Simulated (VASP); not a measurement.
Computed with PBE GGA, VASP's PBE PAW potentials (set 64) (plane waves; VASP).

Input for VASP

### POSCAR
```
BaZrO3
1.0
  4.2365739824   0.0000000000   0.0000000000
  0.0000000000   4.2365739824   0.0000000000
  0.0000000000   0.0000000000   4.2365739824
Ba Zr O
1 1 3
Cartesian
  0.0000000000   0.0000000000   0.0000000000
  2.1182869912   2.1182869912   2.1182869912
  2.1182869912   0.0000000000   2.1182869912
  0.0000000000   2.1182869912   2.1182869912
  2.1182869912   2.1182869912   0.0000000000
```

### KPOINTS
```
Regular mesh
0
gamma
  5 5 5
```

### INCAR
```
ALGO = Normal
EDIFF = 1E-8
EDIFFG = -0.001
ENCUT = 520
GGA = PE
IBRION = 1
ISIF = 2
ISMEAR = 0
LASPH = .TRUE.
LCHARG = .FALSE.
LMAXMIX = 4
LREAL = .FALSE.
LWAVE = .FALSE.
NELM = 100
NSW = 30
PREC = Accurate
SIGMA = 0.05
SYSTEM = BaZrO3
```

POTCAR, in this order: Ba_sv Zr_sv O (PBE.64 set). Program: vasp_std.

What VASP printed:

**OUTCAR**
```
 ion  position               nearest neighbor table
   1  0.000  0.000  0.000-   3 3.00   4 3.00   5 3.00   3 3.00   4 3.00   4 3.00   5 3.00   4 3.00
                             3 3.00   5 3.00   3 3.00   5 3.00   2 3.67   2 3.67   2 3.67   2 3.67
   2  0.500  0.500  0.500-   3 2.12   4 2.12   5 2.12   5 2.12   3 2.12   4 2.12   1 3.67   1 3.67
                             1 3.67   1 3.67   1 3.67   1 3.67   1 3.67   1 3.67
   3  0.500  0.000  0.500-   2 2.12   2 2.12   1 3.00   1 3.00   1 3.00   1 3.00
   4  0.000  0.500  0.500-   2 2.12   2 2.12   1 3.00   1 3.00   1 3.00   1 3.00
   5  0.500  0.500  0.000-   2 2.12   2 2.12   1 3.00   1 3.00   1 3.00   1 3.00
  LATTYP: Found a simple cubic cell.
 ALAT       =     4.2365739824
 Subroutine PRICEL returns:
 Original cell was already a primitive cell.
 Subroutine GETGRP returns: Found 48 space group operations
The static configuration has the point symmetry O_h .
The dynamic configuration has the point symmetry O_h .
 Subroutine INISYM returns: Found 48 space group operations
 Subroutine IBZKPT returns following result:
 Found     10 irreducible k-points:

 Following reciprocal coordinates:
            Coordinates               Weight
  0.000000  0.000000  0.000000      1.000000
  0.200000  0.000000  0.000000      6.000000
  0.400000  0.000000  0.000000      6.000000
  0.200000  0.200000  0.000000     12.000000
  0.400000  0.200000  0.000000     24.000000
  0.400000  0.400000  0.000000     12.000000
  0.200000  0.200000  0.200000      8.000000
  0.400000  0.200000  0.200000     24.000000
  0.400000  0.400000  0.200000     24.000000
  0.400000  0.400000  0.400000      8.000000
   k-points           NKPTS =     10   k-points in BZ     NKDIM =     10   number of bands    NBANDS=     24
   number of dos      NEDOS =    301   number of ions     NIONS =      5
   total plane-waves  NPLWV =  32768
   dimension x,y,z NGX =    32 NGY =   32 NGZ =   32
   dimension x,y,z NGXF=    64 NGYF=   64 NGZF=   64
   ions per type =               1   1   3
   PREC   = accura    normal or accurate (medium, high low for compatibility)
   ISTART =      0    job   : 0-new  1-cont  2-samecut
   ICHARG =      2    charge: 1-file 2-atom 10-const
   ISPIN  =      1    spin polarized calculation?
   LNONCOLLINEAR =      F non collinear calculations
   LSORBIT =      F    spin-orbit coupling
   INIWAV =      1    electr: 0-lowe 1-rand  2-diag
   ENCUT  =  520.0 eV  38.22 Ry    6.18 a.u.   7.88  7.88  7.88*2*pi/ulx,y,z
   NELM   =    100;   NELMIN=  2; NELMDL= -5     # of ELM steps
   EDIFF  = 0.1E-07   stopping-criterion for ELM
   LREAL  =      F    real-space projection
   NLSPLINE    = F    spline interpolate recip. space projectors
   LMAXMIX     =    4 max onsite mixed and CHGCAR
   VOSKOWN=      0    Vosko Wilk Nusair interpolation
   EDIFFG = -.1E-02   stopping-criterion for IOM
   NSW    =     30    number of steps for IOM
   NBLOCK =      1;   KBLOCK =     30    inner block; outer block
   IBRION =      1    ionic relax: 0-MD 1-quasi-New 2-CG
   NFREE  =      0    steps in history (QN), initial steepest desc. (CG)
   ISIF   =      2    stress and relaxation
   ISYM   =      2    0-nonsym 1-usesym 2-fastsym
   TEIN   =    0.0    initial temperature
   TEBEG  =    0.0;   TEEND  =   0.0 temperature during run
   SMASS  =  -3.00    Nose mass-parameter (am)
   PSTRESS=    0.0 pullay stress
   NELECT =      40.0000    total number of electrons
   EFERMI =   0.00;   METHOD = LEGACY
   ISMEAR =     0;   SIGMA  =   0.05  broadening in eV -4-tet -1-fermi 0-gaus
   IALGO  =     38    algorithm
   LDIAG  =      T    sub-space diagonalisation (order eigenvalues)
   IMIX   =      4    mixing-type and parameters
     AMIX     =   0.40;   BMIX     =  1.00
     AMIX_MAG =   1.60;   BMIX_MAG =  1.00
     AMIN     =   0.10
   GGA     = PE    functional components
   VOSKOWN =     0    Vosko Wilk Nusair interpolation
   LHFCALC =     F    Hartree Fock is set to
   LHFONE  =     F    Hartree Fock one center treatment
...
```

### OSZICAR
```
       N       E                     dE             d eps       ncg     rms          rms(c)
DAV:   1     0.331434270771E+03    0.33143E+03   -0.22392E+04   480   0.163E+03
DAV:   2    -0.285717687748E+02   -0.36001E+03   -0.35543E+03   616   0.389E+02
DAV:   3    -0.487639616590E+02   -0.20192E+02   -0.20175E+02   728   0.940E+01
DAV:   4    -0.493791971934E+02   -0.61524E+00   -0.61501E+00   672   0.125E+01
DAV:   5    -0.493926257571E+02   -0.13429E-01   -0.13428E-01   672   0.137E+00    0.285E+01
DAV:   6    -0.417872900169E+02    0.76053E+01   -0.48389E+01   576   0.442E+01    0.127E+01
DAV:   7    -0.417392367333E+02    0.48053E-01   -0.36426E+00   728   0.110E+01    0.736E+00
DAV:   8    -0.417234379791E+02    0.15799E-01   -0.36994E-01   648   0.481E+00    0.716E-01
DAV:   9    -0.417226266723E+02    0.81131E-03   -0.62444E-02   712   0.146E+00    0.490E-01
DAV:  10    -0.417245517455E+02   -0.19251E-02   -0.18626E-02   688   0.120E+00    0.292E-01
DAV:  11    -0.417240226615E+02    0.52908E-03   -0.28919E-03   632   0.470E-01    0.382E-02
DAV:  12    -0.417240791467E+02   -0.56485E-04   -0.17580E-04   624   0.103E-01    0.322E-02
DAV:  13    -0.417240810452E+02   -0.18985E-05   -0.31504E-05   720   0.395E-02    0.557E-03
DAV:  14    -0.417240815852E+02   -0.53997E-06   -0.29499E-06   632   0.139E-02    0.309E-03
DAV:  15    -0.417240816070E+02   -0.21768E-07   -0.44955E-07   688   0.468E-03    0.593E-04
DAV:  16    -0.417240816179E+02   -0.10994E-07   -0.28458E-08   600   0.127E-03    0.214E-04
DAV:  17    -0.417240816327E+02   -0.14759E-07   -0.30428E-09   456   0.411E-04    0.697E-05
DAV:  18    -0.417240816348E+02   -0.20896E-08   -0.61363E-10   440   0.179E-04
   1 F= -.41724082E+02 E0= -.41724082E+02  d E =-.417241E+02
```

### OUTCAR
```
------------------------ aborting loop because EDIFF is reached ----------------------------------------
  FORCE on cell =-STRESS in cart. coord.  units (eV):
  Direction    XX          YY          ZZ          XY          YZ          ZX
  --------------------------------------------------------------------------------------
  Total       -0.0288798     -0.0288798     -0.0288798      0.0000000     -0.0000000      0.0000000
  in kB       -0.6085002     -0.6085002     -0.6085002      0.0000000     -0.0000000      0.0000000
  external PRESSURE =      -0.6085002 kB  Pullay stress =       0.0000000 kB
  volume of cell :       76.04
      direct lattice vectors                 reciprocal lattice vectors
     4.236573982  0.000000000  0.000000000     0.236039782  0.000000000  0.000000000
     0.000000000  4.236573982  0.000000000     0.000000000  0.236039782  0.000000000
     0.000000000  0.000000000  4.236573982     0.000000000  0.000000000  0.236039782
 POSITION                                       TOTAL-FORCE (eV/Angst)
 -----------------------------------------------------------------------------------
      0.00000      0.00000      0.00000         0.000000      0.000000      0.000000
      2.11829      2.11829      2.11829         0.000000      0.000000      0.000000
      2.11829      0.00000      2.11829         0.000000      0.000000      0.000000
      0.00000      2.11829      2.11829         0.000000      0.000000      0.000000
      2.11829      2.11829      0.00000         0.000000      0.000000      0.000000
 -----------------------------------------------------------------------------------
    total drift:                                0.000000     -0.000000     -0.000000
  FREE ENERGIE OF THE ION-ELECTRON SYSTEM (eV)
  ---------------------------------------------------
  free  energy   TOTEN  =       -41.7240816348 eV

  energy  without entropy=      -41.7240816348  energy(sigma->0) =      -41.72408163

 reached required accuracy - stopping structural energy minimisation
```
(Selected blocks of OUTCAR.)

The compound is BaZrO3 in the cubic perovskite structure. It was relaxed first. The start is the result of an earlier pass.
